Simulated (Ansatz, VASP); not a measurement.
# GaAsCl2 (Cl-GaAs-Cl chair bilayer, AA): VASP beside Ansatz

Aim: how closely do two programs agree when they are given the same cell, functional and k mesh? The structure shown is the start of the Ansatz relaxation below; VASP solves that cell, so the two are compared at the walk's first step.

Calculated with Ansatz 0.2.0; plane waves, with VASP 6.6.1 beside it; single point at PBEsol with D3(BJ).

## 1. The starting structure

The cell holds 8 atoms: 4 Cl, 2 As and 2 Ga. Its edges and angles: a = 3.977 Å, b = 3.976 Å, c = 58.207 Å, α = 90.0°, β = 90.0°, γ = 120.0°. Vacuum lies along c.

## 2. Ansatz: relaxation, PBEsol with D3(BJ)

Ansatz runs on its default PAW (the set named soft_2) files.

The two programs are compared at the cell with which this relaxation starts, whose forces are those of its first step.

Contents of input.yaml:

```yaml
crystal:
  lattice:
    - [3.9765, 0.0, 0.0]
    - [-1.98825, 3.4437500181, 0.0]
    - [0.0, 0.0, 58.2066666687]
  atoms:
    - { symbol: Cl, position: [0.6666666667, 0.3333333333, 0.3831176268] }
    - { symbol: As, position: [0.6666666667, 0.3333333333, 0.4210857863] }
    - { symbol: Ga, position: [0.3333333333, 0.6666666667, 0.4348871836] }
    - { symbol: Cl, position: [0.3333333333, 0.6666666667, 0.4733707479] }
    - { symbol: Cl, position: [0.6666666667, 0.3333333333, 0.5266292521] }
    - { symbol: As, position: [0.6666666667, 0.3333333333, 0.5645974115] }
    - { symbol: Ga, position: [0.3333333333, 0.6666666667, 0.5783988088] }
    - { symbol: Cl, position: [0.3333333333, 0.6666666667, 0.6168823732] }
  periodic: [true, true, false]
kpoints:
  mp_grid: { grid: [12, 12, 1] }
hamiltonian:
  xc: pbesol
  dispersion: d3bj
scf:
  occupations: { method: fermi_dirac, width: 0.05 }
  convergence: { dr2_threshold: 1.0e-09 }
relax:
  f_tol: 0.004
  max_steps: 90
  cell: {}
output:
  write_potential: true
  write_density: true
  volumetric_format: npy
```

Run with:

```
$ ansatz run input.yaml --threads 4 --pin off --max-ram 12288MiB --backend cpu --events-out ev --progress --plain --runs-dir out
```

Numbers of over 12 decimals in the logs are rounded to 6 here.

What it wrote:

```text
Warning: relax.cell: scf.convergence.dr2_threshold = 1e-9 eV is looser than the 1.43555769471e-10 eV advised for a relaxation that steers and ends on the stress (1e-10 eV for each atom of the cell: 8, times the square of relax.cell.stress_2d_tol = 0.05 N/m over 23.6 Å (the atoms' height at the walk's start and 5 Å past either face), 2.118e-2 GPa, over a crystal's default 0.05). What an SCF threshold leaves in a stress goes as its square root, and in the free energy as the threshold itself, and one threshold admits the most on a small cell: [figures from the program's tests cut] Set scf.convergence.dr2_threshold to 1.43555769471e-10 eV or tighter. [rest of the remark cut]
Engine: ansatz 0.2.0, aarch64-unknown-linux-gnu
Pseudopotentials: kind: paw
Pseudopotential: Cl, paw, valence charge 7, recommended cutoff 420 eV (normal), Cl.paw.azcp
Pseudopotential: As, paw, valence charge 15, recommended cutoff 420 eV (normal), As.paw.azcp
Pseudopotential: Ga, paw, valence charge 13, recommended cutoff 420 eV (normal), Ga.paw.azcp
Functional definition: PBEsol
  exchange = pbesol_x
  correlation = pbesol_c
Crystal: 8 atoms, lattice volume = 797.086 Å³
Basis set: ecut = 420 eV, 15723 PW (Γ), exchange–correlation on 54×54×800 points (8 copies of the dense FFT grid, shifted against one another)
Bands: 51, of which v1, the nominal top of the filled ones, is band 42 counted from 1 (41 counted from 0)
Symmetry: 6 space group operations
Space group: P3m1 (ITA 156), of the structure as read, at distance tolerance 9.3e-5 Å
k-points: 19 of 144 (time reversal used)
Non-local potential: Cl, projectors of the file, l = 0: 2, l = 1: 2, l = 2: 2
Non-local potential: As, projectors of the file, l = 0: 2, l = 1: 2, l = 2: 3, l = 3: 1
Non-local potential: Ga, projectors of the file, l = 0: 2, l = 1: 2, l = 2: 3, l = 3: 1
PAW form: soft (Blöchl's): semilocal exchange-correlation on the pseudo side does not see the compensation charge
PAW frozen core: Cl, regenerated for the run's functional, and the local potential with it (the file was generated under x = pbe(κ = 0.804, μ = 0.219515), c = pbe(β = 0.066725))
PAW frozen core: As, regenerated for the run's functional, and the local potential with it (the file was generated under x = pbe(κ = 0.804, μ = 0.219515), c = pbe(β = 0.066725))
PAW frozen core: Ga, regenerated for the run's functional, and the local potential with it (the file was generated under x = pbe(κ = 0.804, μ = 0.219515), c = pbe(β = 0.066725))
PAW one-centre angular grid: Cl, 110 points (default); XC on 64 Gauss nodes
PAW one-centre angular grid: As, 590 points (default); XC on 64 Gauss nodes
PAW one-centre angular grid: Ga, 590 points (default); XC on 64 Gauss nodes
Initial density: superposition of atomic densities (neutral atoms: chi_scale 0, normalization atom), corrected by the library's trained network
Initial wavefunctions: pseudopotential atomic-orbital guess
Functional: x = pbesol(κ = 0.804, μ = 0.123457), c = pbesol(β = 0.046)
SCF iter   1: F=—  HF=-21361.260568 eV  |F-HF|=—  |Δ(HF+E_count)|=         —  Δρ=2.19e-3  dr2=1.17e-1  ethr=1.77e-3  ⟨swp⟩=11.8  Hψ=5156  notcnv=0  defer=10
preconditioner: auto → Resta (q_TF=auto, 1.875 Å⁻¹)  ε∞=1.7  [insulator: Δε(μ)=0.976 eV  Ē_g=12.759 eV  σ=0.050 eV  W_gap=1.00  n_scr=88 (ndim 8)  ℏωp=10.5 eV  f_vac=0.717  D(μ)=0.00/eV (n_scr^D=0)  ε∞_Penn≈1.7  vacuum switching on, ρ_ref=1.2e-2 e/Å³]
SCF iter   2: F=—  HF=-21361.234646 eV  |F-HF|=—  |Δ(HF+E_count)|=   2.59e-2  Δρ=1.17e-3  dr2=3.22e-2  ethr=1.40e-4  ⟨swp⟩=4.1  Hψ=2150  notcnv=0  defer=46
preconditioner: auto → LDOS  [insulator: Δε(μ)=0.244 eV  Ē_g=12.739 eV  σ=0.050 eV  W_gap=0.82  n_scr=88 (ndim 8)  ℏωp=10.5 eV  f_vac=0.716  D(μ)=0.08/eV (n_scr^D=2)  ε∞_Penn≈1.7  β→1.0]
SCF iter   3: F=—  HF=-21361.231472 eV  |F-HF|=—  |Δ(HF+E_count)|=   3.17e-3  Δρ=6.18e-4  dr2=1.80e-2  ethr=3.84e-5  ⟨swp⟩=3.5  Hψ=1895  notcnv=0  defer=49
SCF iter   4: F=—  HF=-21361.229812 eV  |F-HF|=—  |Δ(HF+E_count)|=   1.66e-3  Δρ=3.32e-4  dr2=4.01e-3  ethr=2.14e-5  ⟨swp⟩=1.7  Hψ=1034  notcnv=0  defer=50
SCF iter   5: F=—  HF=-21361.229158 eV  |F-HF|=—  |Δ(HF+E_count)|=   6.54e-4  Δρ=9.09e-5  dr2=2.11e-4  ethr=4.78e-6  ⟨swp⟩=2.6  Hψ=1301  notcnv=0  defer=50
SCF iter   6: F=—  HF=-21361.229129 eV  |F-HF|=—  |Δ(HF+E_count)|=   2.91e-5  Δρ=2.76e-5  dr2=1.45e-5  ethr=2.51e-7  ⟨swp⟩=3.1  Hψ=1593  notcnv=0  defer=50
[...]
SCF iter   4: F=—  HF=-21361.504087 eV  |F-HF|=—  |Δ(HF+E_count)|=   3.23e-5  Δρ=4.52e-6  dr2=4.51e-7  ethr=2.40e-9  ⟨swp⟩=2.3  Hψ=1527  notcnv=0  defer=6
SCF iter   5: F=—  HF=-21361.504088 eV  |F-HF|=—  |Δ(HF+E_count)|=   1.26e-6  Δρ=1.29e-6  dr2=6.10e-8  ethr=5.37e-10  ⟨swp⟩=2.4  Hψ=1715  notcnv=0  defer=7
SCF iter   6: F=—  HF=-21361.504090 eV  |F-HF|=—  |Δ(HF+E_count)|=   1.46e-6  Δρ=5.89e-7  dr2=7.21e-9  ethr=7.27e-11  ⟨swp⟩=3.0  Hψ=1885  notcnv=0  defer=7
SCF iter   7: F=-21361.504090 eV  HF=-21361.504090 eV  |F-HF|=2.72e-8  |Δ(HF+E_count)|=   3.19e-7  Δρ=1.91e-7  dr2=6.53e-10  ethr=1.19e-12  ⟨swp⟩=18.1  Hψ=8120  notcnv=0
SCF 8 converged in 7 iterations: F = -21361.504090 eV  dr2 = 6.53e-10
relax step   8: F+E_penalty+E_count = -21361.50409017 eV  Δ(F+E_penalty+E_count) = -9.471e-4 eV  max|allowed force component| = 5.445e-4 eV/Å  Δτ_max = 0.0000 Å  P = +0.007 N/m  Ω = 829.105 Å³  fix = [c, alpha, beta]  reactions: c +0.000 N/m  stress off target by 6.70e-3 N/m on what of the cell is left free  SCF on the basis re-selected at this cell (its energy is not comparable with the rows above)  (7 SCF iters)
basis re-selected at this cell: Δ(F+E_penalty+E_count) = -9.471e-4 eV, ΔP = +0.007 N/m vs the last step (what re-selecting the basis moved, of the pressure what is left beyond the Pulay correction that the steps carried, after the strain that the cell walked since its last selection, with what the two solves' SCF thresholds leave and, on support functions, any second-order correction that the steps lacked; it is no measure of the basis error at this ecutwfc). The dense FFT grid was sized anew with the basis: this SCF ran on 30×30×400 points, the steps before it on 27×27×400, so part of this shift can come from that change (see relax.cell in the input reference). [rest of the remark cut]
WARN: The output density's exchange-correlation potential varies sharply where the density is thin. Do not read a vacuum level from v_tot or v_xc, or from such a field of the output density. On a cell that repeats whose density bears no net charge and no dipole along the vacuum's axis use v_es (v_loc + v_h of the components); under efield.dipole_correction with no amplitude use v_es + v_field, which holds any externa [...]
SCF converged after 7 iterations
Free energy (F): -21361.504090 eV
Harris-Foulkes:  -21361.504090 eV  (|F-HF|=2.72e-8)
Internal energy: -21361.502940 eV  (E = F + TS)
E sigma→0 (E₀):  -21361.503515 eV
Entropy (-TS):   -0.001150 eV (-0.144 meV/atom)
Fermi energy:    -5.853322 eV
--- Per-component energies (eV) ---
  E_band       = -1796.467578
  E_kinetic    = 1078.254323
  E_local      = -451710.981611  (includes V_loc(G=0)·N_el)
  E_nonlocal   = -365.815106
  E_hartree    = 225155.056913
  E_xc         = -714.664933
  E_vxc        = -755.220870  (∫ρ·V_xc dr)
  E_paw        = -10054.032334  (= ΣΔE_a)
  E_vpaw       = -352.825581  (= ΣTr[D̂ρ^β])
  E_aug_tail   = 0.000141  (compensation charges beyond the density's cutoff)
  E_ewald      = 215247.977424
  E_disp       = -1.270298  (pairwise vdW)
  E_core_change = 3.972541  (= ΣΔE_core)
  E_smearing   = -0.001150  (= −TS)
  E_closure    = -0.000000  (closes the sum)
  Σ components = -21361.504090   (vs F -21361.504090, Δ=0.00e0)
--- Forces (eV/Å), atoms counted from 1 ---
  atom   1  Cl    -0.00000000    -0.00000000     0.00051989
  atom   2  As     0.00000000     0.00000000     0.00054489
  atom   3  Ga    -0.00000000    -0.00000000     0.00007237
  atom   4  Cl     0.00000000    -0.00000000     0.00054138
  atom   5  Cl     0.00000000    -0.00000000    -0.00025134
  atom   6  As    -0.00000000     0.00000000    -0.00053315
  atom   7  Ga     0.00000000    -0.00000000    -0.00037600
  atom   8  Cl    -0.00000000    -0.00000000    -0.00051483
  max |Σ_I F_I| component: 3.20e-6 eV/Å
--- 2D stress c σ (N/m, compression-positive) ---
        0.006701      -0.000000       0.000000
       -0.000000       0.006701       0.000000
        0.000000       0.000000       0.000000
  P = ½ c Tr σ = 0.0067 N/m
--- Band table (eV; the first three rows and the last of 19) ---
  k-point 0: bands = [... 38 lower, -6.8374, -6.8374, -5.9796, -5.9796, -5.7994, -4.9474, -4.8300, -3.8384, ... 5 higher]
  k-point 1: bands = [... 38 lower, -7.3695, -6.9170, -6.5164, -6.0578, -5.1651, -4.7588, -4.2940, -3.7889, ... 5 higher]
  k-point 2: bands = [... 38 lower, -7.5678, -7.1181, -7.1007, -6.2378, -4.6663, -4.3997, -3.7278, -3.5405, ... 5 higher]
  k-point 18: bands = [... 38 lower, -8.2363, -8.0214, -7.9302, -7.4298, -3.9386, -3.0608, -2.0454, -1.1438, ... 5 higher]
  the weakly bound empty levels are not read free of the cell's end (no_gap_told)
--- Relaxed structure (7 steps of the walk, 7 accepted, 1 SCFs on fresh bases) ---
  F+E_penalty+E_count = -21361.50409017 eV   max|allowed force component| = 5.445e-4 eV/Å   (the final SCF, on the basis selected at the relaxed cell)
  cell:  # Å, volume = 829.1054 Å³
    - [4.055582, 0.0, 0]
    - [-2.027791, 3.512237, 0]
    - [0, 0, 58.2066666687]
  atoms:
    - { symbol: Cl, position: [0.666667, 0.333333, 0.391031] }
    - { symbol: As, position: [0.666667, 0.333333, 0.428335] }
    - { symbol: Ga, position: [0.333333, 0.666667, 0.440862] }
    - { symbol: Cl, position: [0.333333, 0.666667, 0.477607] }
    - { symbol: Cl, position: [0.666667, 0.333333, 0.521849] }
    - { symbol: As, position: [0.666667, 0.333333, 0.559134] }
    - { symbol: Ga, position: [0.333333, 0.666667, 0.571713] }
    - { symbol: Cl, position: [0.333333, 0.666667, 0.608438] }
```

In the SCF lines HF is the Harris–Foulkes energy and dr2 the Hartree energy of the density residual, in eV; the loop may stop once dr2 is under the threshold and the program's other checks hold. Hψ counts applications of the Hamiltonian.

(Part 1 of 2 ends here.)

[Lines on the potential files, build, host, timing and source positions are cut from VASP's logs without a mark.]

[Logs are printed without paths, hosts, clocks, repeated set-up lines and the standing remarks that a program may print on its own settings, such as how far it seeks lower states.]

[Hosts, paths, dates, database ids (printed as entryN), source tags and the programs' standing remarks are cut or masked in the printed files.]
